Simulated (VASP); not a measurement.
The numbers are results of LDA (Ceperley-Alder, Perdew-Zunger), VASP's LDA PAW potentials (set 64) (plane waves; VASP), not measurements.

The input files of a VASP run:

POSCAR:
```
Nb3Sn
1
    5.2117239367    -0.0000000000     0.0000000000
   -0.0000000000     5.2117239367    -0.0000000000
    0.0000000000    -0.0000000000     5.2117239367
Nb Sn
6 2
Direct
  0.2500000000   1.0000000000   0.5000000000
  0.5000000000   0.2500000000   0.0000000000
  0.5000000000   0.7500000000   1.0000000000
  0.7500000000   1.0000000000   0.5000000000
  0.0000000000   0.5000000000   0.7500000000
  0.0000000000   0.5000000000   0.2500000000
  0.5000000000   0.5000000000   0.5000000000
  1.0000000000   1.0000000000   0.0000000000
```

**INCAR**
```
# general
SYSTEM  = Nb3Sn
PREC    = Accurate
ENCUT   = 400
LREAL   = .False.
LASPH   = .True.

# electronic loop
EDIFF   = 1E-6
NELM    = 100
ALGO    = Normal
LMAXMIX = 4

# smearing
ISMEAR  = 1
SIGMA   = 0.1

# ions
IBRION  = 2
NSW     = 60
ISIF    = 3
EDIFFG  = -0.02

# output
LWAVE   = .False.
LCHARG  = .False.
```

### KPOINTS
```
Automatic mesh
0
Gamma
6 6 6
0 0 0
```

POTCAR, in this order: Nb_sv Sn_d (LDA.64 set). Program: vasp_std.

Output

OSZICAR:
```
       N       E                     dE             d eps       ncg     rms          rms(c)
DAV:   1     0.164237104259E+04    0.16424E+04   -0.44501E+04  2624   0.193E+03
DAV:   2     0.163553940137E+03   -0.14788E+04   -0.14497E+04  2696   0.778E+02
DAV:   3    -0.532512365040E+02   -0.21681E+03   -0.20817E+03  3484   0.244E+02
DAV:   4    -0.789530948820E+02   -0.25702E+02   -0.24966E+02  3792   0.766E+01
DAV:   5    -0.812009686727E+02   -0.22479E+01   -0.22224E+01  4617   0.190E+01    0.194E+01
DAV:   6    -0.785300220916E+02    0.26709E+01   -0.81242E+00  3656   0.144E+01    0.661E+00
DAV:   7    -0.782328067594E+02    0.29722E+00   -0.19162E+00  4048   0.685E+00    0.251E+00
DAV:   8    -0.782210031127E+02    0.11804E-01   -0.18749E-01  3840   0.212E+00    0.867E-01
DAV:   9    -0.782214270073E+02   -0.42389E-03   -0.31026E-02  4056   0.978E-01    0.311E-01
DAV:  10    -0.782214989443E+02   -0.71937E-04   -0.50104E-03  3816   0.341E-01    0.511E-02
DAV:  11    -0.782215018947E+02   -0.29504E-05   -0.50111E-04  4376   0.123E-01    0.292E-02
DAV:  12    -0.782214975717E+02    0.43230E-05   -0.33520E-05  3760   0.309E-02    0.627E-03
DAV:  13    -0.782214974641E+02    0.10760E-06   -0.40954E-06  2448   0.110E-02
   1 F= -.78221497E+02 E0= -.78219447E+02  d E =-.782215E+02
       N       E                     dE             d eps       ncg     rms          rms(c)
DAV:   1    -0.782802180530E+02   -0.58720E-01   -0.23166E+00  2774   0.130E+01    0.173E+00
DAV:   2    -0.782376227223E+02    0.42595E-01   -0.23687E-01  3352   0.389E+00    0.954E-01
DAV:   3    -0.782192206763E+02    0.18402E-01   -0.13051E-01  3784   0.224E+00    0.585E-01
DAV:   4    -0.782187736352E+02    0.44704E-03   -0.15239E-02  3472   0.614E-01    0.217E-01
DAV:   5    -0.782193021137E+02   -0.52848E-03   -0.19366E-03  4032   0.212E-01    0.169E-01
DAV:   6    -0.782195102189E+02   -0.20811E-03   -0.51632E-04  4048   0.881E-02    0.774E-02
DAV:   7    -0.782195815036E+02   -0.71285E-04   -0.26599E-04  4200   0.539E-02    0.899E-03
DAV:   8    -0.782195815570E+02   -0.53460E-07   -0.17333E-05  3120   0.183E-02    0.888E-03
DAV:   9    -0.782195814329E+02    0.12418E-06   -0.18127E-06  2096   0.905E-03
   2 F= -.78219581E+02 E0= -.78217397E+02  d E =0.191603E-02
       N       E                     dE             d eps       ncg     rms          rms(c)
DAV:   1    -0.782484187173E+02   -0.28837E-01   -0.98757E-01  2662   0.845E+00    0.115E+00
DAV:   2    -0.782297706981E+02    0.18648E-01   -0.99766E-02  3257   0.256E+00    0.627E-01
DAV:   3    -0.782221441348E+02    0.76266E-02   -0.57266E-02  3749   0.151E+00    0.420E-01
DAV:   4    -0.782218783806E+02    0.26575E-03   -0.65603E-03  3442   0.418E-01    0.162E-01
DAV:   5    -0.782221026278E+02   -0.22425E-03   -0.82680E-04  3898   0.137E-01    0.115E-01
DAV:   6    -0.782221880692E+02   -0.85441E-04   -0.22494E-04  4082   0.565E-02    0.520E-02
DAV:   7    -0.782222173150E+02   -0.29246E-04   -0.90192E-05  4092   0.321E-02    0.772E-03
DAV:   8    -0.782222171376E+02    0.17740E-06   -0.49758E-06  2481   0.989E-03
   3 F= -.78222217E+02 E0= -.78220117E+02  d E =-.719674E-03
```

### OUTCAR
```
------------------------ aborting loop because EDIFF is reached ----------------------------------------
  FORCE on cell =-STRESS in cart. coord.  units (eV):
  Direction    XX          YY          ZZ          XY          YZ          ZX
  --------------------------------------------------------------------------------------
  Total       -0.0093633     -0.0093633     -0.0093633      0.0000000      0.0000000     -0.0000000
  in kB       -0.1056587     -0.1056587     -0.1056587      0.0000000      0.0000000     -0.0000000
  external PRESSURE =      -0.1056587 kB  Pullay stress =       0.0000000 kB
  volume of cell :      141.98
      direct lattice vectors                 reciprocal lattice vectors
     5.216893172 -0.000000000  0.000000000     0.191684968  0.000000000 -0.000000000
    -0.000000000  5.216893172  0.000000000     0.000000000  0.191684968 -0.000000000
     0.000000000  0.000000000  5.216893172    -0.000000000 -0.000000000  0.191684968
 POSITION                                       TOTAL-FORCE (eV/Angst)
 -----------------------------------------------------------------------------------
      1.30422     -0.00000      2.60845         0.000000      0.000000      0.000000
      2.60845      1.30422      0.00000         0.000000     -0.000000      0.000000
      2.60845      3.91267      0.00000         0.000000      0.000000     -0.000000
      3.91267     -0.00000      2.60845        -0.000000      0.000000      0.000000
     -0.00000      2.60845      3.91267        -0.000000     -0.000000      0.000000
     -0.00000      2.60845      1.30422        -0.000000      0.000000     -0.000000
      2.60845      2.60845      2.60845         0.000000     -0.000000     -0.000000
      0.00000      0.00000      0.00000         0.000000     -0.000000     -0.000000
 -----------------------------------------------------------------------------------
    total drift:                                0.000000      0.000000     -0.000000
  FREE ENERGIE OF THE ION-ELECTRON SYSTEM (eV)
  ---------------------------------------------------
  free  energy   TOTEN  =       -78.2222171376 eV

  energy  without entropy=      -78.2159168394  energy(sigma->0) =      -78.22011704

 reached required accuracy - stopping structural energy minimisation
```
(Selected blocks of OUTCAR.)

**CONTCAR**
```
Nb3Sn
   1.00000000000000
     5.2168931719401641   -0.0000000000000000    0.0000000000000000
    -0.0000000000000000    5.2168931719401641    0.0000000000000000
     0.0000000000000000    0.0000000000000000    5.2168931719401641
  Nb              Sn
     6     2
Direct
     0.2500000000000000    0.0000000000000000    0.5000000000000000
     0.5000000000000000    0.2500000000000000    0.0000000000000000
     0.5000000000000000    0.7500000000000000    0.0000000000000000
     0.7500000000000000    0.0000000000000000    0.5000000000000000
     0.0000000000000000    0.5000000000000000    0.7500000000000000
     0.0000000000000000    0.5000000000000000    0.2500000000000000
     0.5000000000000000    0.5000000000000000    0.5000000000000000
     0.0000000000000000    0.0000000000000000    0.0000000000000000
```

File OUTCAR:
```
 val. band max:       11.7737726738   @ k =   0.1667   0.0000   0.0000

 cond. band min:      11.7827634003   @ k =   0.1667   0.0000   0.0000


 Fermi energy:        11.7820246265

 k-point     1 :       0.0000    0.0000    0.0000
  band No.  band energies     occupation
      1     -42.4170      2.00000
      2     -42.3281      2.00000
      3     -42.3281      2.00000
      4     -42.0691      2.00000
      5     -42.0691      2.00000
      6     -42.0691      2.00000
      7     -19.6361      2.00000
      8     -19.6361      2.00000
      9     -19.4651      2.00000
     10     -18.8193      2.00000
     11     -18.8193      2.00000
     12     -18.8193      2.00000
     13     -18.4074      2.00000
     14     -18.4074      2.00000
     15     -18.4074      2.00000
     16     -18.3787      2.00000
     17     -18.3787      2.00000
     18     -18.3787      2.00000
     19     -18.2733      2.00000
     20     -18.2733      2.00000
     21     -18.2733      2.00000
     22     -17.6211      2.00000
     23     -17.6211      2.00000
     24     -17.6211      2.00000
     25      -8.9728      2.00000
     26      -8.9728      2.00000
     27      -8.9541      2.00000
     28      -8.9541      2.00000
     29      -8.9248      2.00000
     30      -8.9248      2.00000
     31      -8.9248      2.00000
     32      -8.9217      2.00000
     33      -8.9217      2.00000
     34      -8.9217      2.00000
     35       2.3063      2.00000
     36       3.8235      2.00000
     37       8.0128      2.00000
     38       8.0128      2.00000
     39       8.0128      2.00000
     40       8.3905      2.00000
     41       8.3905      2.00000
     42       8.3905      2.00000
     43       8.9156      2.00000
     44       8.9156      2.00000
     45       9.3851      2.00000
     46       9.9411      2.00000
     47       9.9411      2.00000
     48       9.9411      2.00000
     49      10.3003      2.00000
     50      11.2210      2.00000
     51      11.2210      2.00000
...
```

Unless said otherwise, spin-orbit coupling is left out, though it shifts the bands of the heavy elements here.

The compound is Nb3Sn in the A15 structure. This run relaxes it. Symmetry was kept, so distortions that lower it aren't found. The start is the result of an earlier pass.
